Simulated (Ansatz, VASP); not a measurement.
# Cross-check of H4C (H4C (I-43m)) between VASP and Ansatz

One calculation is typed for both programs; each brings its own data sets. How far apart do they land? The two relaxations start from unlike cells of this crystal (the structure described is Ansatz's start), so only their ends are compared.

Method: plane waves, with VASP 6.6.1 beside it; relaxation of cell and atoms at PBEsol, in Ansatz 0.2.0.

## (1) Set-up

Symmetry: I-43m, No. 217, cubic system. Conventional cell: a = 4.958 Å, b = 4.958 Å, c = 4.958 Å, α = 90.00°, β = 90.00°, γ = 90.00°. Nearest to H lie 1 C at 1.09 Å. C has 4 H at 1.09 Å nearest. Farther neighbours are not listed.

As a file:

```xyz
5
Lattice="-2.4789 2.4789 2.4789 2.4789 -2.4789 2.4789 2.4789 2.4789 -2.4789" Properties=species:S:1:pos:R:3 pbc="T T T"
H     1.8501    1.8501    3.1078
H     0.6289    4.3290   -0.6289
H     4.3290    0.6289   -0.6289
H     0.6289    0.6289    0.6289
C     0.0000    0.0000    0.0000
```

## (2) VASP: relaxation of cell and atoms, PBEsol

The relaxed volume is the usual yardstick between codes: in a stiff, nearly cubic crystal its relative difference is about their pressure difference at one cell divided by the bulk modulus.

Lines of VASP's logs that name or quote its potential files are left out, and so is its time.

INCAR reads:

```
SYSTEM = H4C
PREC = Accurate
ENCUT = 600
EDIFF = 1E-07
NELM = 120
ISMEAR = -1
SIGMA = 0.01
LREAL = .FALSE.
ALGO = Normal
GGA = PS
NBANDS = 10
LORBIT = 11
LWAVE = .FALSE.
LCHARG = .FALSE.
ISIF = 3
IBRION = 2
NSW = 80
EDIFFG = -0.005
LASPH = .TRUE.
GGA_COMPAT = .FALSE.
NELMIN = 4
EFERMI = MIDGAP
KPAR = 2
```

POSCAR reads:

```
H4C
1.0
   -2.3438866490      2.3438866490      2.3438866490
    2.3438866490     -2.3438866490      2.3438866490
    2.3438866490      2.3438866490     -2.3438866490
H C
4 1
Direct
    0.9999997983      0.9999997983      0.7292231500
    0.7292233517      0.0000000000      0.9999997983
    0.0000000000      0.7292233517      0.9999997983
    0.2707764466      0.2707764466      0.2707764466
    0.0000000000      0.0000000000      0.0000000000
```

KPOINTS reads:

```
Automatic mesh
0
Gamma
8 8 8
0 0 0
```

PAW data sets: H and C (PBE family, release 64).

Launch:

```bash
mpirun -np 2 vasp_std
```

Numbers of over 12 decimals in the logs are rounded to 6 here.

The program printed:

```text
[banner, memory and clock lines left out]
running    2 mpi-ranks, on    1 nodes
 distrk:  each k-point on    1 cores,    2 groups
 distr:  one band on    1 cores,    1 groups

 POSCAR found type information on POSCAR H C
 POSCAR found :  2 types and       5 ions
|                                                                             |
|               ----> ADVICE to this user running VASP <----                  |
|                                                                             |
|     You enforced a specific xc type in the INCAR file but a different       |
|     [... a line on the potential file left out ...]
|     I HOPE YOU KNOW WHAT YOU ARE DOING!                                     |
|                                                                             |

 LDA part: xc-table for (Slater+PW92), standard interpolation
 POSCAR, INCAR and KPOINTS ok, starting setup
 FFT: planning ... GRIDC
 FFT: planning ... GRID_SOFT
 FFT: planning ... GRID
 WAVECAR not read
 entering main loop
       N       E                     dE             d eps       ncg     rms          rms(c)
DAV:   1     0.555879961649E+01    0.55588E+01   -0.35335E+03   580   0.713E+02
DAV:   2    -0.250533508300E+02   -0.30612E+02   -0.29598E+02   726   0.109E+02
DAV:   3    -0.270131163008E+02   -0.19598E+01   -0.19570E+01   778   0.291E+01
DAV:   4    -0.270307831418E+02   -0.17667E-01   -0.17664E-01   726   0.302E+00
DAV:   5    -0.270309014592E+02   -0.11832E-03   -0.11832E-03   754   0.213E-01    0.852E+00
DAV:   6    -0.243274410856E+02    0.27035E+01   -0.80307E+00   608   0.135E+01    0.408E+00
DAV:   7    -0.240284353095E+02    0.29901E+00   -0.73136E-01   698   0.473E+00    0.215E+00
DAV:   8    -0.239758480973E+02    0.52587E-01   -0.92254E-02   632   0.201E+00    0.234E-01
DAV:   9    -0.239778626884E+02   -0.20146E-02   -0.18932E-03   640   0.298E-01    0.146E-01
DAV:  10    -0.239800259103E+02   -0.21632E-02   -0.19097E-03   608   0.284E-01    0.254E-02
DAV:  11    -0.239801075889E+02   -0.81679E-04   -0.13724E-04   698   0.745E-02    0.100E-02
DAV:  12    -0.239801131296E+02   -0.55407E-05   -0.99007E-06   636   0.225E-02    0.288E-03
DAV:  13    -0.239801132115E+02   -0.81942E-07   -0.58615E-07   726   0.503E-03
   1 F= -.23980113E+02 E0= -.23980113E+02  d E =-.239801E+02
 curvature:   0.00 expect dE= 0.000E+00 dE for cont linesearch  0.000E+00
 trial: gam= 0.00000 g(F)=  0.147E-04 g(S)=  0.392E-06 ort = 0.000E+00 (trialstep = 0.100E+01)
 search vector abs. value=  0.151E-04
 bond charge predicted
       N       E                     dE             d eps       ncg     rms          rms(c)
DAV:   1    -0.239801170096E+02   -0.38800E-05   -0.28663E-04   608   0.132E-01    0.875E-03
DAV:   2    -0.239801148781E+02    0.21315E-05   -0.89942E-06   722   0.193E-02    0.406E-03
DAV:   3    -0.239801146835E+02    0.19458E-06   -0.26417E-06   682   0.894E-03    0.216E-03
DAV:   4    -0.239801146640E+02    0.19511E-07   -0.15376E-07   366   0.229E-03
   2 F= -.23980115E+02 E0= -.23980115E+02  d E =-.145250E-05
 trial-energy change:   -0.000001  1 .order   -0.000002   -0.000015    0.000012
 step:   0.5581(harm=  0.5581)  dis= 0.00014  next Energy=   -23.980117 (dE=-0.422E-05)
 bond charge predicted
       N       E                     dE             d eps       ncg     rms          rms(c)
DAV:   1    -0.239801177066E+02   -0.30231E-05   -0.55985E-05   602   0.583E-02    0.389E-03
DAV:   2    -0.239801173561E+02    0.35055E-06   -0.17129E-06   728   0.845E-03    0.183E-03
DAV:   3    -0.239801173547E+02    0.14130E-08   -0.48308E-07   614   0.385E-03    0.980E-04
DAV:   4    -0.239801173464E+02    0.82748E-08   -0.31384E-08   308   0.102E-03
   3 F= -.23980117E+02 E0= -.23980117E+02  d E =-.413489E-05
 curvature:  -0.28 expect dE=-0.590E-06 dE for cont linesearch -0.270E-11
 trial: gam= 0.13891 g(F)=  0.562E-07 g(S)=  0.206E-05 ort = 0.121E-07 (trialstep = 0.912E+00)
 search vector abs. value=  0.241E-05
 reached required accuracy - stopping structural energy minimisation
```

Parts of OUTCAR (step 2):

```text
ion  position               nearest neighbor table
   1  1.000  1.000  0.729-   5 1.10
   2  0.729  0.000  1.000-   5 1.10
   3  0.000  0.729  1.000-   5 1.10
   4  0.271  0.271  0.271-   5 1.10
   5  0.000  0.000  0.000-   4 1.10   3 1.10   2 1.10   1 1.10

  LATTYP: Found a body centered cubic cell.
 ALAT       =     4.6877732980

 Subroutine GETGRP returns: Found 24 space group operations
 (whereof 24 operations were pure point group operations)

The static configuration has the point symmetry T_d .

 Found     29 irreducible k-points:

   k-points           NKPTS =     29   k-points in BZ     NKDIM =     29   number of bands    NBANDS=     10

   dimension x,y,z NGX =    32 NGY =   32 NGZ =   32
   dimension x,y,z NGXF=    64 NGYF=   64 NGZF=   64

   ENCUT  =  600.0 eV  44.10 Ry    6.64 a.u.   8.11  8.11  8.11*2*pi/ulx,y,z

   NELECT =       8.0000    total number of electrons

 k-points in reciprocal lattice and weights: Automatic mesh
   0.00000000  0.00000000  0.00000000       0.002
   0.12500000  0.00000000  0.00000000       0.023
   0.25000000  0.00000000  0.00000000       0.023
   0.37500000  0.00000000  0.00000000       0.023
   0.50000000  0.00000000  0.00000000       0.012
   0.12500000  0.12500000  0.00000000       0.047
   0.25000000  0.12500000  0.00000000       0.094
   0.37500000  0.12500000  0.00000000       0.094
   0.25000000  0.25000000  0.00000000       0.047
[...]
0.50000000  0.50000000  0.37500000       0.023
   0.50000000  0.50000000  0.50000000       0.002

 average (electrostatic) potential at core
       1 -38.5005       2 -38.5005       3 -38.5005       4 -38.5005       5 -55.5675

 E-fermi :  -2.5017

 k-point     1 :       0.0000    0.0000    0.0000
  band No.  band energies     occupation
      1     -14.7684      2.00000
      2      -6.3224      2.00000
      3      -6.3224      2.00000
      4      -6.3224      2.00000
      5       1.3190      0.00000
      6       5.9910      0.00000
      7       5.9910      0.00000
      8       5.9910      0.00000
      9      10.7163      0.00000
    ...

 k-point     2 :       0.1250    0.0000    0.0000
  band No.  band energies     occupation
      1     -14.7177      2.00000
      2      -6.5106      2.00000
      3      -6.3831      2.00000
      4      -6.3259      2.00000
      5       1.6213      0.00000
      6       5.7203      0.00000
      7       5.8589      0.00000
      8       6.3444      0.00000
      9       9.4548      0.00000
    ...

 k-point     3 :       0.2500    0.0000    0.0000
  band No.  band energies     occupation
      1     -14.5902      2.00000
      2      -6.9394      2.00000
      3      -6.5240      2.00000
      4      -6.3346      2.00000
      5       2.3364      0.00000
      6       5.2032      0.00000
      7       5.4470      0.00000
      8       7.3321      0.00000
      9       9.1193      0.00000
    ...

  Total       -0.0084325     -0.0084325     -0.0084325      0.0000000     -0.0000000     -0.0000000
  in kB       -0.2622827     -0.2622827     -0.2622827      0.0000000     -0.0000000     -0.0000000
  external PRESSURE =      -0.2622827 kB  Pullay stress =       0.0000000 kB

  energy-cutoff  :      600.00
  volume of cell :       51.51
      direct lattice vectors                 reciprocal lattice vectors
    -2.343933083  2.343933083  2.343933083     0.000000000  0.213316670  0.213316670
     2.343933083 -2.343933083  2.343933083     0.213316670  0.000000000  0.213316670
     2.343933083  2.343933083 -2.343933083     0.213316670  0.213316670  0.000000000

 POSITION                                       TOTAL-FORCE (eV/Angst)
 -----------------------------------------------------------------------------------
      1.70911      1.70911      2.97875        -0.000312     -0.000312      0.000312
      0.63482      4.05305     -0.63482         0.000312     -0.000312     -0.000312
      4.05305      0.63482     -0.63482        -0.000312      0.000312     -0.000312
      0.63482      0.63482      0.63482         0.000312      0.000312      0.000312
      0.00000     -0.00000      0.00000        -0.000000      0.000000      0.000000
 -----------------------------------------------------------------------------------
    total drift:                                0.000113      0.000113      0.000002

  FREE ENERGIE OF THE ION-ELECTRON SYSTEM (eV)
  ---------------------------------------------------
  free  energy   TOTEN  =       -23.9801173464 eV

  energy  without entropy=      -23.9801173464  energy(sigma->0) =      -23.98011735

 reached required accuracy - stopping structural energy minimisation

 total charge
# of ion       s       p       d       tot
------------------------------------------
    1        0.628   0.044   0.000   0.672
    2        0.628   0.044   0.000   0.672
    3        0.628   0.044   0.000   0.672
    4        0.628   0.044   0.000   0.672
    5        0.835   1.806   0.000   2.641
--------------------------------------------------
tot          3.349   1.981   0.000   5.331

[... 3 further parts left out ...]
```

The run keeps the 24 symmetry operations of its start, so it cannot find a distortion of lower symmetry.

## (3) Ansatz: relaxation of cell and atoms, PBEsol

Ansatz runs on its PAW soft_1 files.

Its own start cell and the same functional, mesh and smearing now go to Ansatz.

input.yaml reads:

```yaml
crystal:
  lattice:
    - [-2.4789247, 2.4789247, 2.4789247]
    - [2.4789247, -2.4789247, 2.4789247]
    - [2.4789247, 2.4789247, -2.4789247]
  atoms:
    - { symbol: H, position: [1.0, 1.0, 0.74631287] }
    - { symbol: H, position: [0.74631287, 0.0, 1.0] }
    - { symbol: H, position: [0.0, 0.74631287, 1.0] }
    - { symbol: H, position: [0.25368713, 0.25368713, 0.25368713] }
    - { symbol: C, position: [0.0, 0.0, 0.0] }
basis:
  ecutwfc: 420
  xc_grid: 2
hamiltonian:
  xc: pbesol
  pseudopotentials: { kind: paw, azcp: { folder: soft_1 }, xc_functional: pbe }
kpoints:
  mp_grid: { grid: [8, 8, 8] }
scf:
  occupations: { method: fermi_dirac, width: 0.01 }
  max_iter: 150
output:
  forces: true
  stress: true
relax:
  f_tol: 0.01
  max_steps: 60
  cell: {}
checkpoint:
  write: "../pbesol.run"
  compress: false
  write_wavefunctions: false
  write_every: 100000
```

Launch:

```bash
ansatz run input.yaml --threads 4 --pin off --max-ram 15073MiB --backend cpu --events-out ev --progress --plain --runs-dir out
```

The program printed:

```text
Engine: ansatz 0.2.0, x86_64-unknown-linux-gnu
Pseudopotentials: kind: paw
Pseudopotential: H, paw, valence charge 1, recommended cutoff 420 eV (normal), soft_1/H.paw.azcp
Pseudopotential: C, paw, valence charge 4, recommended cutoff 420 eV (normal), soft_1/C.paw.azcp
Functional definition: PBEsol
  exchange = pbesol_x
  correlation = pbesol_c
Crystal: 5 atoms, lattice volume = 60.933 Å³
Basis set: ecut = 420 eV, 1205 PW (Γ), exchange–correlation on 60×60×60 points (8 copies of the dense FFT grid, shifted against one another)
Bands: 9, of which v1, the nominal top of the filled ones, is band 4 counted from 1 (3 counted from 0)
Symmetry: 24 space group operations
Space group: I-43m (ITA 217), of the structure as read, at distance tolerance 3.9e-5 Å
k-points: 29 of 512 (time reversal used)
Non-local potential: H, projectors of the file, l = 0: 2, l = 1: 1
Non-local potential: C, projectors of the file, l = 0: 2, l = 1: 2, l = 2: 1
PAW form: soft (Blöchl's): semilocal exchange-correlation on the pseudo side does not see the compensation charge
PAW frozen core: C, regenerated for the run's functional, and the local potential with it (the file was generated under x = pbe(κ = 0.804, μ = 0.219515), c = pbe(β = 0.066725))
PAW one-centre angular grid: H, 110 points (default); XC on 64 Gauss nodes
PAW one-centre angular grid: C, 110 points (default); XC on 64 Gauss nodes
Initial density: superposition of atomic densities (chi_scale 0.1, normalization cell, long waves kept (reshape's long-wave potential 0.02 eV rms))
Initial wavefunctions: pseudopotential atomic-orbital guess
Functional: x = pbesol(κ = 0.804, μ = 0.123457), c = pbesol(β = 0.046)
SCF iter   1: F=—  HF=-313.432379 eV  |F-HF|=—  |Δ(HF+E_count)|=         —  Δρ=1.05e-1  dr2=8.59e0  ethr=3.10e-3  ⟨swp⟩=5.0  Hψ=1949  notcnv=0
preconditioner: auto → none  [insulator: Δε(μ)=10.245 eV  Ē_g=16.868 eV  σ=0.010 eV  W_gap=1.00  n_scr=12 (ndim 8)  ℏωp=13.5 eV  f_vac=0.000  D(μ)=0.00/eV (n_scr^D=0)  ε∞_Penn≈1.6]
SCF iter   2: F=—  HF=-310.687245 eV  |F-HF|=—  |Δ(HF+E_count)|=    2.75e0  Δρ=4.89e-2  dr2=7.97e-1  ethr=3.10e-3  ⟨swp⟩=3.9  Hψ=939  notcnv=0  defer=29
SCF iter   3: F=—  HF=-310.470513 eV  |F-HF|=—  |Δ(HF+E_count)|=   2.17e-1  Δρ=1.76e-2  dr2=1.08e-1  ethr=3.10e-3  ⟨swp⟩=2.1  Hψ=473  notcnv=0  defer=29
SCF iter   4: F=—  HF=-310.435669 eV  |F-HF|=—  |Δ(HF+E_count)|=   3.48e-2  Δρ=3.13e-3  dr2=3.87e-3  ethr=1.34e-3  ⟨swp⟩=2.0  Hψ=351  notcnv=0  defer=29
SCF iter   5: F=—  HF=-310.435528 eV  |F-HF|=—  |Δ(HF+E_count)|=   1.41e-4  Δρ=4.00e-4  dr2=9.16e-5  ethr=4.84e-5  ⟨swp⟩=2.1  Hψ=466  notcnv=0  defer=29
SCF iter   6: F=—  HF=-310.435519 eV  |F-HF|=—  |Δ(HF+E_count)|=   9.08e-6  Δρ=1.23e-4  dr2=6.76e-6  ethr=1.15e-6  ⟨swp⟩=2.4  Hψ=459  notcnv=0  defer=29
SCF iter   7: F=—  HF=-310.435517 eV  |F-HF|=—  |Δ(HF+E_count)|=   2.02e-6  Δρ=2.16e-5  dr2=1.71e-7  ethr=8.46e-8  ⟨swp⟩=2.0  Hψ=318  notcnv=0  defer=29
SCF iter   8: F=-310.435517 eV  HF=-310.435517 eV  |F-HF|=5.14e-9  |Δ(HF+E_count)|=   1.36e-8  Δρ=5.43e-6  dr2=1.27e-8  ethr=1.25e-9  ⟨swp⟩=4.8  Hψ=765  notcnv=0
SCF 1 converged in 8 iterations: F = -310.435517 eV  dr2 = 1.27e-8
  greatest PAW one-centre occupation: 0.659 electrons in one spin orbital (limit 2), on the C atom at site 4 (counted from 0), in its partial waves of l = 0
relax step   1: F+E_penalty+E_count = -310.43551730 eV  Δ(F+E_penalty+E_count) = +0.000e0 eV  max|allowed force component| = 1.753e-1 eV/Å  Δτ_max = 0.0000 Å  P = +1.110 GPa  Ω = 60.933 Å³  (8 SCF iters, dr2 threshold 1.00e-7 eV, accepted)
[...]
relax step   2: F+E_penalty+E_count = -310.44084327 eV  Δ(F+E_penalty+E_count) = -5.326e-3 eV  max|allowed force component| = 5.125e-2 eV/Å  Δτ_max = 0.0077 Å  P = +0.299 GPa  Ω = 60.724 Å³  energy of the carried Pulay correction = +2.166e-4 eV  (4 SCF iters, dr2 threshold 5.00e-7 eV, accepted)
[...]
relax step   3: F+E_penalty+E_count = -310.44164779 eV  Δ(F+E_penalty+E_count) = -8.045e-4 eV  max|allowed force component| = 6.216e-4 eV/Å  Δτ_max = 0.0042 Å  P = -0.031 GPa  Ω = 60.473 Å³  energy of the carried Pulay correction = +4.784e-4 eV  (4 SCF iters, dr2 threshold 2.24e-7 eV, accepted)
[...]
relax step   4: F+E_penalty+E_count = -310.44123208 eV  Δ(F+E_penalty+E_count) = +4.157e-4 eV  max|allowed force component| = 8.315e-4 eV/Å  Δτ_max = 0.0000 Å  P = -0.044 GPa  Ω = 60.473 Å³  stress off target by 4.38e-2 GPa  SCF on the basis re-selected at this cell (its energy is not comparable with the rows above)  (4 SCF iters)
basis re-selected at this cell: Δ(F+E_penalty+E_count) = +4.157e-4 eV, ΔP = -0.013 GPa vs the last step (what re-selecting the basis moved, of the pressure what is left beyond the Pulay correction that the steps carried, after the strain that the cell walked since its last selection, with what the two solves' SCF thresholds leave and, on support functions, any second-order correction that the steps lacked; it is no m [...]
SCF converged after 4 iterations
Free energy (F): -310.441232 eV
Harris-Foulkes:  -310.441232 eV  (|F-HF|=3.84e-11)
Internal energy: -310.441232 eV  (E = F + TS)
E sigma→0 (E₀):  -310.441232 eV
Fermi energy:    -2.539941 eV
--- Per-component energies (eV) ---
  E_band       = -68.854871
  E_kinetic    = 142.414002
  E_local      = -350.592659  (includes V_loc(G=0)·N_el)
  E_nonlocal   = 25.833876
  E_hartree    = 113.664017
  E_xc         = -81.259192
  E_vxc        = -102.535699  (∫ρ·V_xc dr)
  E_paw        = -98.803215  (= ΣΔE_a)
  E_vpaw       = -11.298066  (= ΣTr[D̂ρ^β])
  E_aug_tail   = -0.004267  (compensation charges beyond the density's cutoff)
  E_ewald      = -61.714895
  E_core_change = 0.021100  (= ΣΔE_core)
  E_smearing   = -0.000000  (= −TS)
  E_closure    = -0.000000  (closes the sum)
  Σ components = -310.441232   (vs F -310.441232, Δ=0.00e0)
--- Forces (eV/Å), atoms counted from 1 ---
  atom   1  H     -0.00083153    -0.00083153     0.00083153
  atom   2  H      0.00083153    -0.00083153    -0.00083153
  atom   3  H     -0.00083153     0.00083153    -0.00083153
  atom   4  H      0.00083153     0.00083153     0.00083153
  atom   5  C      0.00000000     0.00000000     0.00000000
  max |Σ_I F_I| component: 5.11e-17 eV/Å
--- Stress (GPa, compression-positive) ---
       -0.043841       0.000000       0.000000
        0.000000      -0.043841       0.000000
        0.000000       0.000000      -0.043841
  P = ⅓ Tr σ = -0.0438 GPa (-0.438 kbar)
--- Relaxed structure (3 steps of the walk, 3 accepted, 1 SCFs on fresh bases) ---
  F+E_penalty+E_count = -310.44123208 eV   max|allowed force component| = 8.315e-4 eV/Å   (the final SCF, on the basis selected at the relaxed cell)
  cell:  # Å, volume = 60.4729 Å³
    - [-2.472674, 2.472674, 2.472674]
    - [2.472674, -2.472674, 2.472674]
    - [2.472674, 2.472674, -2.472674]
  atoms:
    - { symbol: H, position: [1.0, 1.0, 0.743535] }
    - { symbol: H, position: [0.743535, 0.0, 1.000000] }
    - { symbol: H, position: [0.0, 0.743535, 1.000000] }
    - { symbol: H, position: [0.256465, 0.256465, 0.256465] }
    - { symbol: C, position: [-1.2246302128335776e-19, 0, -1.2246302128335774e-19] }
```

## (4) Side by side

Known differences besides the potentials themselves: the cutoff is 420 eV in Ansatz and 600 eV in VASP; Ansatz makes its cores anew for this functional, VASP keeps those of its PBE data sets; Ansatz adds a Pulay correction to the stress that steers its cell, VASP none. Total energies have different zeros and are not compared.

Compared:

```
                                         quantity  Ansatz   VASP  difference
                                      volume (Å³)   60.47  51.51    +17.40 %
edge a after relaxation, in the typed setting (Å)   4.283  4.060     +5.49 %
```

## (5) Outcome

- difference in volume (relaxation of cell and atoms, PBEsol): 17 %

The difference in volume is 17 % (relaxation of cell and atoms, PBEsol), beyond the 1.2 % picked in this series as the mark of a large difference, as far as the stopping tolerances let one tell. What causes the difference of the relaxation of cell and atoms, PBEsol pair stays open here. Such differences can come from data sets, numerical settings and the points named under the comparisons, not from the functional's error against experiment.

[Lines on the potential files, build, host, timing and source positions are cut from VASP's logs without a mark.]

[Logs are printed without paths, hosts, clocks, repeated set-up lines and the standing remarks that a program may print on its own settings, such as how far it seeks lower states.]

[Hosts, paths, dates, database ids (printed as entryN), source tags and the programs' standing remarks are cut or masked in the printed files.]
